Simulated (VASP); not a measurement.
Method: PBEsol GGA, VASP's PBE PAW potentials (set 64) (plane waves; VASP).

A VASP calculation is set up with these files.

KPOINTS:
```
Automatic
0
gamma
  11 11 6
0 0 0
```

**INCAR**
```
ALGO = Normal
EDIFF = 1E-7
ENCUT = 530
GGA = PS
IBRION = 6
ISIF = 3
ISMEAR = 1
LASPH = .TRUE.
LCHARG = .FALSE.
LMAXMIX = 4
LREAL = .FALSE.
LWAVE = .FALSE.
NELM = 100
NFREE = 2
NSW = 1
POTIM = 0.015
PREC = Accurate
SIGMA = 0.1
SYSTEM = Tl
```

### POSCAR
```
Tl
11.1246360
  0.1544300359  -0.2674806774   0.0000000000
  0.1544300359   0.2674806774   0.0000000000
  0.0000000000   0.0000000000   0.5000000118
Tl
2
Cartesian
  0.1544300359   0.0891604041   0.1250000029
  0.1544300359  -0.0891604041   0.3750000088
```

POTCAR, in this order: Tl_d (PBE.64 set). Program: vasp_std.

Output of the run:

**OSZICAR**
```
...
DAV:   4    -0.526694190162E+01    0.21736E-02   -0.54730E-03  9125   0.666E-01    0.446E-02
DAV:   5    -0.526690982961E+01    0.32072E-04   -0.66051E-04  9163   0.226E-01    0.337E-02
DAV:   6    -0.526690301652E+01    0.68131E-05   -0.27696E-05  8650   0.461E-02    0.598E-03
DAV:   7    -0.526690266538E+01    0.35114E-06   -0.11421E-06  9368   0.976E-03    0.209E-03
DAV:   8    -0.526690256881E+01    0.96571E-07   -0.70598E-08  4533   0.253E-03
   8 F= -.52669026E+01 E0= -.52668584E+01  d E =-.132383E-03
       N       E                     dE             d eps       ncg     rms          rms(c)
DAV:   1    -0.535258074159E+01   -0.85678E-01   -0.20477E+00  8984   0.107E+01    0.129E+00
DAV:   2    -0.529510463374E+01    0.57476E-01   -0.32690E-02  8728   0.192E+00    0.773E-01
DAV:   3    -0.526674914460E+01    0.28355E-01   -0.56619E-02  9005   0.238E+00    0.861E-02
DAV:   4    -0.526690665818E+01   -0.15751E-03   -0.31401E-03  8663   0.525E-01    0.421E-02
DAV:   5    -0.526690454795E+01    0.21102E-05   -0.57936E-05  9577   0.803E-02    0.120E-02
DAV:   6    -0.526690248682E+01    0.20611E-05   -0.74656E-06  8783   0.290E-02    0.288E-03
DAV:   7    -0.526690254718E+01   -0.60363E-07   -0.38079E-07  8808   0.473E-03
   9 F= -.52669025E+01 E0= -.52668584E+01  d E =-.132379E-03
       N       E                     dE             d eps       ncg     rms          rms(c)
DAV:   1    -0.531898486938E+01   -0.52082E-01   -0.17732E+00  7404   0.105E+01    0.841E-01
DAV:   2    -0.529024551988E+01    0.28739E-01   -0.16744E-02  7386   0.143E+00    0.520E-01
DAV:   3    -0.526806458187E+01    0.22181E-01   -0.26772E-02  7479   0.176E+00    0.637E-02
DAV:   4    -0.526804761687E+01    0.16965E-04   -0.15755E-03  7471   0.378E-01    0.372E-02
DAV:   5    -0.526741834074E+01    0.62928E-03   -0.12357E-04  7784   0.108E-01    0.556E-03
DAV:   6    -0.526741878592E+01   -0.44518E-06   -0.90769E-06  7481   0.264E-02    0.238E-03
DAV:   7    -0.526741485160E+01    0.39343E-05   -0.29586E-07  6421   0.447E-03    0.176E-04
DAV:   8    -0.526741464384E+01    0.20777E-06   -0.17301E-08  3807   0.110E-03    0.127E-04
DAV:   9    -0.526741464702E+01   -0.31810E-08   -0.41631E-09  3678   0.559E-04
  10 F= -.52674146E+01 E0= -.52674540E+01  d E =0.118038E-03
       N       E                     dE             d eps       ncg     rms          rms(c)
DAV:   1    -0.534601381486E+01   -0.78599E-01   -0.20410E+00  7276   0.107E+01    0.127E+00
DAV:   2    -0.529380921244E+01    0.52205E-01   -0.27572E-02  7295   0.187E+00    0.764E-01
DAV:   3    -0.526725941605E+01    0.26550E-01   -0.51435E-02  7422   0.239E+00    0.821E-02
DAV:   4    -0.526740994994E+01   -0.15053E-03   -0.28358E-03  7369   0.520E-01    0.405E-02
DAV:   5    -0.526741959742E+01   -0.96475E-05   -0.37314E-05  8528   0.697E-02    0.111E-02
DAV:   6    -0.526741464137E+01    0.49561E-05   -0.86633E-06  7322   0.365E-02    0.758E-04
DAV:   7    -0.526741471283E+01   -0.71457E-07   -0.49525E-07  7751   0.569E-03
  11 F= -.52674147E+01 E0= -.52674541E+01  d E =0.118040E-03
       N       E                     dE             d eps       ncg     rms          rms(c)
DAV:   1    -0.531257077419E+01   -0.45156E-01   -0.14057E+00  7463   0.872E+00    0.840E-01
DAV:   2    -0.528626030964E+01    0.26310E-01   -0.13818E-02  7288   0.135E+00    0.518E-01
DAV:   3    -0.526776879568E+01    0.18492E-01   -0.25244E-02  7521   0.172E+00    0.623E-02
DAV:   4    -0.526777629037E+01   -0.74947E-05   -0.14013E-03  7369   0.361E-01    0.352E-02
DAV:   5    -0.526741999228E+01    0.35630E-03   -0.93604E-05  7689   0.102E-01    0.573E-03
DAV:   6    -0.526741681576E+01    0.31765E-05   -0.74525E-06  7534   0.256E-02    0.198E-03
DAV:   7    -0.526741329394E+01    0.35218E-05   -0.18376E-07  5690   0.397E-03    0.191E-04
DAV:   8    -0.526741341398E+01   -0.12005E-06   -0.11373E-08  3755   0.100E-03    0.960E-05
DAV:   9    -0.526741345717E+01   -0.43183E-07   -0.24332E-09  3660   0.445E-04
  12 F= -.52674135E+01 E0= -.52674560E+01  d E =0.127537E-03
       N       E                     dE             d eps       ncg     rms          rms(c)
DAV:   1    -0.534588282669E+01   -0.78469E-01   -0.21039E+00  7359   0.108E+01    0.127E+00
DAV:   2    -0.529380374516E+01    0.52079E-01   -0.28518E-02  7269   0.188E+00    0.764E-01
DAV:   3    -0.526725983730E+01    0.26544E-01   -0.51199E-02  7492   0.239E+00    0.819E-02
DAV:   4    -0.526740827629E+01   -0.14844E-03   -0.28164E-03  7310   0.520E-01    0.406E-02
DAV:   5    -0.526741836018E+01   -0.10084E-04   -0.36369E-05  8537   0.684E-02    0.109E-02
DAV:   6    -0.526741340073E+01    0.49594E-05   -0.86754E-06  7414   0.368E-02    0.763E-04
DAV:   7    -0.526741347045E+01   -0.69722E-07   -0.47331E-07  7521   0.575E-03
  13 F= -.52674135E+01 E0= -.52674560E+01  d E =0.127534E-03
       N       E                     dE             d eps       ncg     rms          rms(c)
DAV:   1    -0.528845500553E+01   -0.21042E-01   -0.24637E+00  8582   0.110E+01    0.555E-01
DAV:   2    -0.527755675293E+01    0.10898E-01   -0.23803E-02  8905   0.163E+00    0.349E-01
DAV:   3    -0.526715835361E+01    0.10398E-01   -0.12650E-02  8856   0.123E+00    0.192E-02
DAV:   4    -0.526715733524E+01    0.10184E-05   -0.75714E-04  9145   0.245E-01    0.122E-02
DAV:   5    -0.526713399217E+01    0.23343E-04   -0.85694E-06  9430   0.259E-02    0.150E-03
DAV:   6    -0.526713264275E+01    0.13494E-05   -0.27715E-07  8816   0.375E-03    0.297E-04
DAV:   7    -0.526713259619E+01    0.46555E-07   -0.14102E-08  4607   0.914E-04
  14 F= -.52671326E+01 E0= -.52671488E+01  d E =0.486972E-04
       N       E                     dE             d eps       ncg     rms          rms(c)
DAV:   1    -0.526430461221E+01    0.28280E-02   -0.40346E+00  8306   0.122E+01    0.529E-02
DAV:   2    -0.526711880579E+01   -0.28142E-02   -0.28441E-02  8728   0.161E+00    0.229E-02
DAV:   3    -0.526713768894E+01   -0.18883E-04   -0.36355E-04  9347   0.156E-01    0.127E-02
DAV:   4    -0.526713334962E+01    0.43393E-05   -0.14695E-05  9044   0.297E-02    0.372E-03
DAV:   5    -0.526713268520E+01    0.66443E-06   -0.19623E-06  8957   0.857E-03    0.847E-04
DAV:   6    -0.526713262818E+01    0.57021E-07   -0.18086E-07  4837   0.263E-03
  15 F= -.52671326E+01 E0= -.52671489E+01  d E =0.487042E-04
       N       E                     dE             d eps       ncg     rms          rms(c)
DAV:   1    -0.526428108856E+01    0.28516E-02   -0.33496E+00  2862   0.116E+01    0.663E-02
DAV:   2    -0.526680907065E+01   -0.25280E-02   -0.25066E-02  3096   0.159E+00    0.201E-02
DAV:   3    -0.526685942906E+01   -0.50358E-04   -0.30681E-04  3332   0.150E-01    0.117E-02
DAV:   4    -0.526688360026E+01   -0.24171E-04   -0.11320E-05  3066   0.271E-02    0.302E-03
DAV:   5    -0.526689385079E+01   -0.10251E-04   -0.14129E-06  3217   0.738E-03    0.623E-04
DAV:   6    -0.526689546761E+01   -0.16168E-05   -0.55878E-08  1635   0.156E-03    0.295E-04
DAV:   7    -0.526689632783E+01   -0.86022E-06   -0.18355E-08  1549   0.992E-04    0.358E-05
DAV:   8    -0.526689632837E+01   -0.54069E-09   -0.20996E-09  1535   0.407E-04
  16 F= -.52668963E+01 E0= -.52669032E+01  d E =0.207594E-04
       N       E                     dE             d eps       ncg     rms          rms(c)
DAV:   1    -0.526248838547E+01    0.44079E-02   -0.58979E+00  2859   0.153E+01    0.108E-01
DAV:   2    -0.526685856738E+01   -0.43702E-02   -0.43961E-02  3025   0.208E+00    0.357E-02
DAV:   3    -0.526690116915E+01   -0.42602E-04   -0.52485E-04  3166   0.192E-01    0.173E-02
DAV:   4    -0.526689681274E+01    0.43564E-05   -0.18309E-05  3039   0.353E-02    0.385E-03
DAV:   5    -0.526689635809E+01    0.45465E-06   -0.14882E-06  3138   0.784E-03    0.905E-04
DAV:   6    -0.526689631077E+01    0.47322E-07   -0.10460E-07  1638   0.208E-03
  17 F= -.52668963E+01 E0= -.52669032E+01  d E =0.207639E-04
```

**OUTCAR**
```
------------------------ aborting loop because EDIFF is reached ----------------------------------------
  FORCE on cell =-STRESS in cart. coord.  units (eV):
  Direction    XX          YY          ZZ          XY          YZ          ZX
  --------------------------------------------------------------------------------------
  Total        0.0107023      0.0107023      0.0158741      0.0000000      0.0000000      0.0000000
  in kB        0.3015117      0.3015117      0.4472172      0.0000000      0.0000000      0.0000000
  external PRESSURE =       0.3500802 kB  Pullay stress =       0.0000000 kB
  volume of cell :       56.87
      direct lattice vectors                 reciprocal lattice vectors
     1.717977937 -2.975625173  0.000000000     0.291039826 -0.168031916  0.000000000
     1.717977937  2.975625173  0.000000000     0.291039826  0.168031916  0.000000000
     0.000000000  0.000000000  5.562318131     0.000000000  0.000000000  0.179781159
 POSITION                                       TOTAL-FORCE (eV/Angst)
 -----------------------------------------------------------------------------------
      1.71798      0.99188      1.37558         0.000000     -0.000000      0.035581
      1.71798     -0.99188      4.17174        -0.000000      0.000000     -0.035581
 -----------------------------------------------------------------------------------
    total drift:                                0.000000      0.000291     -0.004074
  FREE ENERGIE OF THE ION-ELECTRON SYSTEM (eV)
  ---------------------------------------------------
  free  energy   TOTEN  =        -5.2668963108 eV

  energy  without entropy=       -5.2669170747  energy(sigma->0) =       -5.26690323

   1 f  =    2.382058 THz    14.966909 2PiTHz   79.456886 cm-1     9.851394 meV
             X         Y         Z           dx          dy          dz
      1.717978  0.991877  1.390580    -0.000000    0.000000   -0.707107
      1.717978 -0.991877  4.171739     0.000000    0.000000    0.707107

   2 f  =    0.802964 THz     5.045175 2PiTHz   26.784013 cm-1     3.320793 meV
             X         Y         Z           dx          dy          dz
      1.717978  0.991877  1.390580    -0.000000    0.707107    0.000000
      1.717978 -0.991877  4.171739    -0.000000   -0.707107    0.000000

   3 f  =    0.802964 THz     5.045175 2PiTHz   26.784012 cm-1     3.320793 meV
             X         Y         Z           dx          dy          dz
      1.717978  0.991877  1.390580     0.707107    0.000000   -0.000000
      1.717978 -0.991877  4.171739    -0.707107   -0.000000    0.000000

   4 f  =    0.000000 THz     0.000000 2PiTHz    0.000000 cm-1     0.000000 meV
             X         Y         Z           dx          dy          dz
      1.717978  0.991877  1.390580     0.000000   -0.000000    0.707107
      1.717978 -0.991877  4.171739    -0.000000    0.000000    0.707107

   5 f/i=    0.000000 THz     0.000000 2PiTHz    0.000000 cm-1     0.000000 meV
             X         Y         Z           dx          dy          dz
      1.717978  0.991877  1.390580    -0.000000    0.707107    0.000000
      1.717978 -0.991877  4.171739    -0.000000    0.707107    0.000000

   6 f/i=    0.000000 THz     0.000000 2PiTHz    0.000000 cm-1     0.000000 meV
             X         Y         Z           dx          dy          dz
      1.717978  0.991877  1.390580    -0.707107   -0.000000   -0.000000
      1.717978 -0.991877  4.171739    -0.707107   -0.000000    0.000000

 ELASTIC MODULI CONTR FROM IONIC RELAXATION (kBar)
 Direction    XX          YY          ZZ          XY          YZ          ZX
 --------------------------------------------------------------------------------
 XX         -47.1353     47.1353      0.0000     -0.0000     -0.0000      0.0000
 YY          47.1353    -47.1353     -0.0000      0.0000      0.0000      0.0000
 ZZ           0.0000     -0.0000     -0.0000      0.0000     -0.0000      0.0000
 XY          -0.0000      0.0000      0.0000    -47.1353     -0.0000      0.0000
 YZ          -0.0000      0.0000     -0.0000     -0.0000     -0.0000      0.0000
 ZX           0.0000      0.0000      0.0000      0.0000      0.0000      0.0000
 --------------------------------------------------------------------------------

 TOTAL ELASTIC MODULI (kBar)
 Direction    XX          YY          ZZ          XY          YZ          ZX
 --------------------------------------------------------------------------------
 XX         408.3575    396.4227    245.2361     -0.0000     -0.0000      0.0000
 YY         396.4227    408.3576    245.2361      0.0000      0.0000      0.0000
 ZZ         245.2361    245.2361    745.8240      0.0000     -0.0000      0.0000
 XY          -0.0000      0.0000      0.0000      5.9675      0.0000      0.0000
 YZ          -0.0000      0.0000     -0.0000     -0.0000    -53.6056      0.0000
 ZX          -0.0000      0.0000      0.0000      0.0000      0.0000    -53.6057
 --------------------------------------------------------------------------------
```
(Selected blocks of OUTCAR.)

Finite-difference elastic constants of metals are sensitive to mesh and smearing; shear constants can be off by tens of GPa.

The compound is Tl in the hcp structure. It was relaxed first.
